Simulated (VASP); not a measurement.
# Be3CdSe4 (P-4m2) in VASP: notebook

One crystal, Be3CdSe4, is run at these levels: PBE; tasks: single point.

Everything below comes from runs of VASP 6.6.1. Logs are shortened: lines on timing, memory, paths and dates and some standing lists are left out, and cuts for length are marked.

### Step 1. Starting point

It takes space group P-4m2 (No. 115, tetragonal). Conventional cell: a = 3.789 Å, b = 3.789 Å, c = 11.176 Å, α = 90.00°, β = 90.00°, γ = 90.00°. Be (site symmetry 2mm) has 4 Se at 2.26 to 2.28 Å as nearest neighbours. Around Be (site symmetry -4m2) lie 4 Se at 2.28 Å. Around Cd (site symmetry -4m2) lie 4 Se at 2.64 Å. Se (site symmetry 2mm) is surrounded by 4 Be at 2.28 Å. Se (site symmetry 2mm) is surrounded by 2 Be at 2.26 Å.

The cell was built by a generator and needn't be a form met in nature.

### Step 2. Single point, PBE

Input file INCAR:

```
  PREC = Normal
  ENCUT = 520
  EDIFF = 1E-5
  ISMEAR = 0
  SIGMA = 0.05
  LREAL = Auto
  LASPH = T
  NELM = 80
  ALGO = Fast
  ISIF = 2
  LWAVE = F
  LCHARG = F
  GGA = PE
```

Input file KPOINTS:

```
regular mesh
0
Gamma
  5 5 2
```

Input file POSCAR:

```
Be3CdSe4
1.0
    3.7892900000      0.0000000000      0.0000000000
    0.0000000000      3.7892900000      0.0000000000
    0.0000000000      0.0000000000     11.1760400000
Be Cd Se
3 1 4
Direct
    0.5000000000      0.5000000000      0.2738880000
    0.5000000000      0.5000000000      0.7261120000
    0.0000000000      0.0000000000      0.5000000000
    0.0000000000      0.0000000000      0.0000000000
    0.5000000000      0.0000000000      0.3872880000
    0.0000000000      0.5000000000      0.6127120000
    0.5000000000      0.0000000000      0.8358320000
    0.0000000000      0.5000000000      0.1641680000
```

Potentials or basis: VASP PAW PBE potentials, release 64 (Be, Cd, Se).

The run is started by

```sh
$ cat potpaw_PBE.64/Be/POTCAR potpaw_PBE.64/Cd/POTCAR potpaw_PBE.64/Se/POTCAR > POTCAR
$ mpirun -np 1 vasp_std > vasp.out
```

OUTCAR:

```text
PREC = Normal
   ENCUT = 520
   EDIFF = 1E-5
   ISMEAR = 0
   LREAL = Auto
   LASPH = T
   NELM = 80
   ISIF = 2
   GGA = PE

 ion  position               nearest neighbor table
   1  0.500  0.500  0.274-   8 2.26   8 2.26   5 2.28   5 2.28
   2  0.500  0.500  0.726-   7 2.26   7 2.26   6 2.28   6 2.28
   3  0.000  0.000  0.500-   5 2.28   6 2.28   6 2.28   5 2.28
   4  0.000  0.000  0.000-   7 2.64   8 2.64   8 2.64   7 2.64
   5  0.500  0.000  0.387-   3 2.28   3 2.28   1 2.28   1 2.28
   6  0.000  0.500  0.613-   3 2.28   3 2.28   2 2.28   2 2.28
   7  0.500  0.000  0.836-   2 2.26   2 2.26   4 2.64   4 2.64
   8  0.000  0.500  0.164-   1 2.26   1 2.26   4 2.64   4 2.64

  LATTYP: Found a simple tetragonal cell.
 ALAT       =     3.7892900000
 C/A-ratio  =     2.9493757406

  Lattice vectors:

 A1 = (   3.7892900000,   0.0000000000,   0.0000000000)
 A2 = (   0.0000000000,   3.7892900000,   0.0000000000)
 A3 = (   0.0000000000,   0.0000000000,  11.1760400000)

Analysis of symmetry for initial positions (statically):
=====================================================================
 Subroutine PRICEL returns:
 Original cell was already a primitive cell.

 Routine SETGRP: Setting up the symmetry group for a
 simple tetragonal supercell.

 Subroutine GETGRP returns: Found  8 space group operations
 (whereof  8 operations were pure point group operations)
 out of a pool of 16 trial point group operations.

The static configuration has the point symmetry D_2d.

Analysis of symmetry for dynamics (positions and initial velocities):
=====================================================================
 Subroutine PRICEL returns:
 Original cell was already a primitive cell.

 Routine SETGRP: Setting up the symmetry group for a
 simple tetragonal supercell.

 Subroutine GETGRP returns: Found  8 space group operations
 (whereof  8 operations were pure point group operations)
 out of a pool of 16 trial point group operations.

The dynamic configuration has the point symmetry D_2d.

 Subroutine INISYM returns: Found  8 space group operations
 (whereof  8 operations are pure point group operations),
 and found     1 'primitive' translations

----------------------------------------------------------------------------------------

                                     Primitive cell

  volume of cell :     160.4736

  direct lattice vectors                    reciprocal lattice vectors
     3.789290000  0.000000000  0.000000000     0.263901681  0.000000000  0.000000000
     0.000000000  3.789290000  0.000000000     0.000000000  0.263901681  0.000000000
     0.000000000  0.000000000 11.176040000     0.000000000  0.000000000  0.089477131

  length of vectors
     3.789290000  3.789290000 11.176040000     0.263901681  0.263901681  0.089477131

  position of ions in fractional coordinates (direct lattice)
     0.500000000  0.500000000  0.273888000
     0.500000000  0.500000000  0.726112000
     0.000000000  0.000000000  0.500000000
     0.000000000  0.000000000  0.000000000
     0.500000000  0.000000000  0.387288000
     0.000000000  0.500000000  0.612712000
     0.500000000  0.000000000  0.835832000
     0.000000000  0.500000000  0.164168000

  ion indices of the primitive-cell ions
   primitive index   ion index
                 1           1
                 2           2
                 3           3
                 4           4
                 5           5
                 6           6
                 7           7
                 8           8

----------------------------------------------------------------------------------------

 KPOINTS: regular mesh

Automatic generation of k-mesh.
 Grid dimensions read from file:
 generate k-points for:    5    5    2

 Generating k-lattice:

  Cartesian coordinates                     Fractional coordinates (reciprocal lattice)
     0.052780336  0.000000000  0.000000000     0.200000000  0.000000000  0.000000000
     0.000000000  0.052780336  0.000000000     0.000000000  0.200000000  0.000000000
     0.000000000  0.000000000  0.044738566     0.000000000  0.000000000  0.500000000

  Length of vectors
     0.052780336  0.052780336  0.044738566

  Shift w.r.t. Gamma in fractional coordinates (k-lattice)
     0.000000000  0.000000000  0.000000000

 Subroutine IBZKPT returns following result:
 ===========================================

 Found     12 irreducible k-points:

 Following reciprocal coordinates:
            Coordinates               Weight
  0.000000  0.000000  0.000000      1.000000
  0.200000  0.000000  0.000000      4.000000
  0.400000  0.000000  0.000000      4.000000
  0.200000  0.200000  0.000000      4.000000
  0.400000  0.200000  0.000000      8.000000
  0.400000  0.400000  0.000000      4.000000
  0.000000  0.000000  0.500000      1.000000
  0.200000  0.000000  0.500000      4.000000
  0.400000  0.000000  0.500000      4.000000
  0.200000  0.200000  0.500000      4.000000
  0.400000  0.200000  0.500000      8.000000
  0.400000  0.400000  0.500000      4.000000
   k-points           NKPTS =     12   k-points in BZ     NKDIM =     12   number of bands    NBANDS=     26
   number of dos      NEDOS =    301   number of ions     NIONS =      8
   total plane-waves  NPLWV =  36864
   dimension x,y,z NGX =    24 NGY =   24 NGZ =   64
   dimension x,y,z NGXF=    48 NGYF=   48 NGZF=  128
   ions per type =               3   1   4
   NGX,Y,Z   is equivalent  to a cutoff of  10.53, 10.53,  9.52 a.u.
   NGXF,Y,Z  is equivalent  to a cutoff of  21.06, 21.06, 19.04 a.u.
 SYSTEM =  unknown system
   PREC   = normal    normal or accurate (medium, high low for compatibility)
   ISTART =      0    job   : 0-new  1-cont  2-samecut
   ICHARG =      2    charge: 1-file 2-atom 10-const
   ISPIN  =      1    spin polarized calculation?
   LNONCOLLINEAR =      F non collinear calculations
   LSORBIT =      F    spin-orbit coupling
   LASPH  =      T    aspherical Exc in radial PAW
   ENCUT  =  520.0 eV  38.22 Ry    6.18 a.u.   7.05  7.05 20.78*2*pi/ulx,y,z
   NELM   =     80;   NELMIN=  2; NELMDL= -5     # of ELM steps
   EDIFF  = 0.1E-04   stopping-criterion for ELM
   LREAL  =      T    real-space projection
   EDIFFG = 0.1E-03   stopping-criterion for IOM
   NSW    =      0    number of steps for IOM
   IBRION =     -1    ionic relax: 0-MD 1-quasi-New 2-CG
   NFREE  =      0    steps in history (QN), initial steepest desc. (CG)
   ISIF   =      2    stress and relaxation
   ISYM   =      2    0-nonsym 1-usesym 2-fastsym
   POTIM  = 0.5000    time-step for ionic-motion
   TEBEG  =    0.0;   TEEND  =   0.0 temperature during run
   PSTRESS=    0.0 pullay stress
   NELECT =      42.0000    total number of electrons
   NUPDOWN=      -1.0000    fix difference up-down
   EMIN   =  10.00;   EMAX   =-10.00  energy-range for DOS
   EFERMI =   0.00;   METHOD = LEGACY
   ISMEAR =     0;   SIGMA  =   0.05  broadening in eV -4-tet -1-fermi 0-gaus
   EFERMI_NEDOS =   21; number of points for ismear=-14 and -15
   IALGO  =     68    algorithm
   IMIX   =      4    mixing-type and parameters
     AMIX     =   0.40;   BMIX     =  1.00
     AMIX_MAG =   1.60;   BMIX_MAG =  1.00
  volume/ion in A,a.u.               =      20.06       135.37
  Fermi-wavevector in a.u.,A,eV,Ry     =   1.047185  1.978893 14.920098  1.096596
  Thomas-Fermi vector in A             =   2.182054
   LORBIT       =      0    0 simple, 1 ext, 2 COOP (PROOUT), +10 PAW based schemes
   GGA     = PE    functional components
   LHFCALC =     F    Hartree Fock is set to
   AEXX    =    0.0000 exact exchange contribution
   IVDW    =     0    specifies the selected vdW correction
   LEPSILON=     F    determine dielectric tensor
   LRPA    =     F    only Hartree local field effects (RPA)
 non-spin polarized calculation
 RMM-DIIS sequential band-by-band and
 Gauss-broadening in eV      SIGMA  =   0.05
  energy-cutoff  :      520.00
  volume of cell :      160.47
 maximum number of plane-waves:      4342
   NGX = 15   NGY = 15   NGZ = 41

 number of electron      42.0000030 magnetization

 Free energy of the ion-electron system (eV)
  ---------------------------------------------------
  ext. energy  EPLUGINS =         0.00000000
  ---------------------------------------------------
  free energy    TOTEN  =       -31.59687750 eV

  energy without entropy =      -31.59687750  energy(sigma->0) =      -31.59687750

 E-fermi :   2.9520     XC(G=0):  -9.2334

 val. band max:        2.6739755440   @ k =   0.0000   0.0000   0.0000
 cond. band min:       4.8199234865   @ k =   0.0000   0.0000   0.0000
 fundamental gap:      2.1459479424
 Fermi energy:         2.9519909865

 k-point     1 :       0.0000    0.0000    0.0000
  band No.  band energies     occupation
      1     -10.9264      2.00000
      2     -10.4371      2.00000
      3     -10.0615      2.00000
      4      -9.4457      2.00000
      5      -5.5336      2.00000
      6      -5.4311      2.00000
[... 18 lines left out ...]
     25       6.5727      0.00000
     26       6.5741      0.00000

 k-point     2 :       0.2000    0.0000    0.0000
  band No.  band energies     occupation
      1     -10.7120      2.00000
      2     -10.2848      2.00000
      3      -9.9583      2.00000
      4      -9.4599      2.00000
      5      -5.5159      2.00000
      6      -5.4216      2.00000
[... 18 lines left out ...]
     25       6.9804      0.00000
     26       7.9685      0.00000

 k-point     3 :       0.4000    0.0000    0.0000
  band No.  band energies     occupation
      1     -10.1793      2.00000
      2      -9.9707      2.00000
      3      -9.8214      2.00000
      4      -9.6590      2.00000
      5      -5.5001      2.00000
      6      -5.4059      2.00000
[... 18 lines left out ...]
     25       7.1416      0.00000
     26       7.4138      0.00000

 k-point     4 :       0.2000    0.2000    0.0000
  band No.  band energies     occupation
      1     -10.5097      2.00000
      2     -10.1401      2.00000
      3      -9.8578      2.00000
      4      -9.4499      2.00000
      5      -5.4648      2.00000
      6      -5.4435      2.00000
[... 18 lines left out ...]
     25       7.8898      0.00000
     26       7.9491      0.00000

 k-point     5 :       0.4000    0.2000    0.0000
  band No.  band energies     occupation
      1     -10.0203      2.00000
      2      -9.8467      2.00000
      3      -9.7197      2.00000
      4      -9.5783      2.00000
      5      -5.4424      2.00000
      6      -5.3792      2.00000
[... 18 lines left out ...]
     25       7.8608      0.00000
     26       8.2484      0.00000

 k-point     6 :       0.4000    0.4000    0.0000
  band No.  band energies     occupation
      1      -9.6843      2.00000
      2      -9.6180      2.00000
      3      -9.5545      2.00000
      4      -9.4890      2.00000
      5      -5.4460      2.00000
      6      -5.3641      2.00000
[... 18 lines left out ...]
     25       7.4350      0.00000
     26       7.5943      0.00000

 k-point     7 :       0.0000    0.0000    0.5000
  band No.  band energies     occupation
      1     -10.8792      2.00000
      2     -10.5829      2.00000
      3      -9.8735      2.00000
      4      -9.5369      2.00000
      5      -5.5425      2.00000
      6      -5.4312      2.00000
[... 18 lines left out ...]
     25       6.5267      0.00000
     26       6.8443      0.00000

 k-point     8 :       0.2000    0.0000    0.5000
  band No.  band energies     occupation
      1     -10.6708      2.00000
      2     -10.4076      2.00000
      3      -9.8102      2.00000
      4      -9.5267      2.00000
      5      -5.5159      2.00000
      6      -5.4217      2.00000
[... 18 lines left out ...]
     25       6.8025      0.00000
     26       7.7650      0.00000

 k-point     9 :       0.4000    0.0000    0.5000
  band No.  band energies     occupation
      1     -10.1584      2.00000
      2     -10.0222      2.00000
      3      -9.7758      2.00000
      4      -9.6740      2.00000
      5      -5.5011      2.00000
      6      -5.4059      2.00000
[... 18 lines left out ...]
     25       6.8544      0.00000
     26       7.6026      0.00000

 k-point    10 :       0.2000    0.2000    0.5000
  band No.  band energies     occupation
      1     -10.4740      2.00000
      2     -10.2429      2.00000
      3      -9.7410      2.00000
      4      -9.4996      2.00000
      5      -5.4630      2.00000
      6      -5.4437      2.00000
[... 18 lines left out ...]
     25       7.5573      0.00000
     26       7.7490      0.00000

 k-point    11 :       0.4000    0.2000    0.5000
  band No.  band energies     occupation
      1     -10.0023      2.00000
      2      -9.8896      2.00000
      3      -9.6827      2.00000
      4      -9.5903      2.00000
      5      -5.4440      2.00000
      6      -5.3792      2.00000
[... 18 lines left out ...]
     25       7.5272      0.00000
     26       8.1799      0.00000

 k-point    12 :       0.4000    0.4000    0.5000
  band No.  band energies     occupation
      1      -9.6752      2.00000
      2      -9.6362      2.00000
      3      -9.5420      2.00000
      4      -9.4923      2.00000
      5      -5.4461      2.00000
      6      -5.3649      2.00000
[... 18 lines left out ...]
     25       6.4761      0.00000
     26       6.9948      0.00000

------------------------ aborting loop because EDIFF is reached ----------------------------------------

  FORCE on cell =-STRESS in cart. coord.  units (eV):
  Direction    XX          YY          ZZ          XY          YZ          ZX
  --------------------------------------------------------------------------------------
  -------------------------------------------------------------------------------------
  Total        0.1046385      0.1046385      0.0952876      0.0000000     -0.0000000      0.0000000
  in kB        1.0447164      1.0447164      0.9513567      0.0000000     -0.0000000      0.0000000
  external PRESSURE =       1.0135965 kB  Pullay stress =       0.0000000 kB

 VOLUME and BASIS-vectors are now :
 -----------------------------------------------------------------------------
  energy-cutoff  :      520.00
  volume of cell :      160.47
      direct lattice vectors                 reciprocal lattice vectors
     3.789290000  0.000000000  0.000000000     0.263901681  0.000000000  0.000000000
     0.000000000  3.789290000  0.000000000     0.000000000  0.263901681  0.000000000
     0.000000000  0.000000000 11.176040000     0.000000000  0.000000000  0.089477131

 POSITION                                       TOTAL-FORCE (eV/Angst)
 -----------------------------------------------------------------------------------
      1.89464      1.89464      3.06098         0.000000     -0.000000     -0.000805
      1.89464      1.89464      8.11506         0.000000     -0.000000      0.000805
      0.00000      0.00000      5.58802         0.000000      0.000000     -0.000000
      0.00000      0.00000      0.00000         0.000000      0.000000     -0.000000
      1.89464      0.00000      4.32835         0.000000     -0.000000      0.014695
      0.00000      1.89464      6.84769         0.000000      0.000000     -0.014695
      1.89464      0.00000      9.34129         0.000000     -0.000000     -0.009047
      0.00000      1.89464      1.83475         0.000000     -0.000000      0.009047
 -----------------------------------------------------------------------------------
    total drift:                               -0.000000      0.000000     -0.000000

  FREE ENERGIE OF THE ION-ELECTRON SYSTEM (eV)
  ---------------------------------------------------
  free  energy   TOTEN  =       -31.5968775023 eV

  energy  without entropy=      -31.5968775023  energy(sigma->0) =      -31.59687750
```

Wall time 29 s (1 thread of Intel Xeon Platinum 8259CL at 2.50GHz (Skylake/Cascade Lake), shared host); peak memory 0.19 GiB.

Results:

| Item | Value |
| --- | --- |
| Free energy | -31.5969 eV |
| Pressure | 0.1 GPa |
| Largest force | 0.015 eV/Å |
| Band gap on the k mesh | 2.15 eV, direct |

Forces on the atoms (eV/Å):
```
Be   0.000  0.000 -0.001
Be   0.000  0.000  0.001
Be   0.000  0.000  0.000
Cd   0.000  0.000  0.000
Se   0.000  0.000  0.015
Se   0.000  0.000 -0.015
Se   0.000  0.000 -0.009
Se   0.000  0.000  0.009
```

Caveat: an odd mesh through Γ misses points on the zone boundary, where band edges often lie. As with any semilocal functional, this PBE gap is likely too small.

(Continued in part 2 of 2.)
